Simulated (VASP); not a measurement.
Here is the system:

```xyz
4
Lattice="1.5529 -2.6897 0.0000 1.5529 2.6897 0.0000 0.0000 0.0000 4.9733" Properties=species:S:1:pos:R:3 pbc="T T T"
Al     1.5529    -0.8966     2.4869
Al     1.5529     0.8966     0.0002
N      1.5529    -0.8966     4.3862
N      1.5529     0.8966     1.8996
```

Method: PBE GGA with D4 dispersion, VASP's PBE PAW potentials (set 64) (plane waves; VASP). Run with 520 eV cut-off, 7×7×4 Γ-centred mesh, Gaussian smearing of 0.050 eV, potentials Al N.

Estimate the energy per atom (σ→0).

```
Quantity                        Value
---------------------  --------------
energy per atom (σ→0)  -7.750 eV/atom
```

The absolute energy has meaning only against runs of the same code, potentials and settings.

The compound is AlN in the wurtzite structure. It was relaxed first. The start is the result of an earlier pass.
